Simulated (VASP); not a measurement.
OSZICAR of a VASP run on Te (trig):

**OSZICAR**
```
       N       E                     dE             d eps       ncg     rms          rms(c)
DAV:   1     0.763239569222E+02    0.76324E+02   -0.64924E+03  1040   0.108E+03
DAV:   2    -0.527494013594E+01   -0.81599E+02   -0.78769E+02  1402   0.154E+02
DAV:   3    -0.105106724457E+02   -0.52357E+01   -0.51579E+01  1270   0.449E+01
DAV:   4    -0.106036630680E+02   -0.92991E-01   -0.92933E-01  1281   0.716E+00
DAV:   5    -0.106053778752E+02   -0.17148E-02   -0.17148E-02  1271   0.943E-01    0.134E+01
DAV:   6    -0.105867979177E+02    0.18580E-01   -0.14355E-02  1110   0.798E-01    0.840E+00
DAV:   7    -0.105806131605E+02    0.61848E-02   -0.28688E-02  1090   0.112E+00    0.271E-01
DAV:   8    -0.105801479451E+02    0.46522E-03   -0.49326E-03  1050   0.452E-01    0.121E-01
DAV:   9    -0.105801653016E+02   -0.17356E-04   -0.13761E-04  1322   0.909E-02    0.799E-02
DAV:  10    -0.105801664390E+02   -0.11374E-05   -0.12419E-05  1206   0.258E-02    0.952E-03
DAV:  11    -0.105801643574E+02    0.20817E-05   -0.51443E-06  1075   0.149E-02    0.356E-03
DAV:  12    -0.105801643817E+02   -0.24332E-07   -0.42888E-07   530   0.457E-03
   1 F= -.10580164E+02 E0= -.10580299E+02  d E =-.105802E+02
       N       E                     dE             d eps       ncg     rms          rms(c)
DAV:   1    -0.105805905801E+02   -0.42622E-03   -0.98248E-03  1040   0.561E-01    0.596E-02
DAV:   2    -0.105805282120E+02    0.62368E-04   -0.41642E-04  1150   0.129E-01    0.409E-02
DAV:   3    -0.105804888603E+02    0.39352E-04   -0.42207E-05  1150   0.359E-02    0.175E-02
DAV:   4    -0.105804774251E+02    0.11435E-04   -0.29220E-05  1095   0.263E-02    0.361E-02
DAV:   5    -0.105804771848E+02    0.24036E-06   -0.77908E-07   548   0.676E-03
   2 F= -.10580477E+02 E0= -.10580612E+02  d E =-.312803E-03
       N       E                     dE             d eps       ncg     rms          rms(c)
DAV:   1    -0.105817941277E+02   -0.13167E-02   -0.81103E-02  1040   0.161E+00    0.173E-01
DAV:   2    -0.105812810735E+02    0.51305E-03   -0.34138E-03  1140   0.370E-01    0.116E-01
DAV:   3    -0.105809492437E+02    0.33183E-03   -0.36013E-04  1135   0.104E-01    0.512E-02
DAV:   4    -0.105808571342E+02    0.92110E-04   -0.22871E-04  1090   0.736E-02    0.104E-01
DAV:   5    -0.105808564461E+02    0.68810E-06   -0.77009E-06  1315   0.190E-02
   3 F= -.10580856E+02 E0= -.10580992E+02  d E =-.692064E-03
       N       E                     dE             d eps       ncg     rms          rms(c)
DAV:   1    -0.105809899051E+02   -0.13277E-03   -0.23993E-03  1040   0.288E-01    0.379E-02
DAV:   2    -0.105809991596E+02   -0.92545E-05   -0.10583E-04  1225   0.669E-02    0.934E-03
DAV:   3    -0.105809986330E+02    0.52657E-06   -0.10349E-06   725   0.901E-03
   4 F= -.10580999E+02 E0= -.10581134E+02  d E =-.142187E-03
       N       E                     dE             d eps       ncg     rms          rms(c)
DAV:   1    -0.105811644188E+02   -0.16526E-03   -0.21412E-02  1040   0.859E-01    0.969E-02
DAV:   2    -0.105812472442E+02   -0.82825E-04   -0.93142E-04  1225   0.199E-01    0.328E-02
DAV:   3    -0.105812455559E+02    0.16883E-05   -0.10051E-05  1115   0.265E-02    0.195E-02
DAV:   4    -0.105812434136E+02    0.21422E-05   -0.16896E-06   665   0.835E-03    0.295E-03
DAV:   5    -0.105812433431E+02    0.70553E-07   -0.25805E-07   525   0.399E-03
   5 F= -.10581243E+02 E0= -.10581379E+02  d E =-.386897E-03
```

Q: Which electronic solver shows in the log?

A: It is blocked Davidson (ALGO = Normal, or the opening steps of other solvers). The INCAR had ALGO = Normal.

Q: Can the final energy be trusted as converged?

A: The run converged. It stopped with EDIFF = 1E-6, NELM = 100, NSW = 40 and EDIFFG = -0.02 after 5 ionic steps (PBEsol GGA, plane waves, VASP's PBE PAW potentials (set 64)).

The compound is Te in the trig structure. This run relaxes it. Symmetry was kept, so distortions that lower it aren't found.
